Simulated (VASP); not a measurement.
Energy against volume of Nb (bcc). Method: optB86b-vdW, VASP's PBE PAW potentials (set 64) (plane waves; VASP).

| V (Å³/atom) | E (eV/atom) |
|---|---|
| 16.706 | -7.54954 |
| 17.239 | -7.57911 |
| 17.773 | -7.58751 |
| 18.306 | -7.57823 |
| 18.839 | -7.55380 |

Question: Fit a third-order Birch-Murnaghan equation of state.

Answer: 
The volume per atom comes out as 17.74 Å^3/atom and the bulk modulus is 1790 kbar. The pressure derivative of the bulk modulus is 4.61 and the lattice constant a comes out as 3.286 Å.

Measured: bulk modulus 173 GPa at 0 K (computed value off by +3.5 %), as given by Daniel Mejia-Rodriguez et al., Physical Review B (2018), arXiv:1807.09216 [0 K value with the zero-point phonon effect removed]; a 3.294 Å at 0 K (computed value off by -0.2 %), as given by Daniel Mejia-Rodriguez et al., Physical Review B (2018), arXiv:1807.09216 [static lattice: zero-point anharmonic expansion removed].

The compound is Nb in the bcc structure. It was relaxed first.
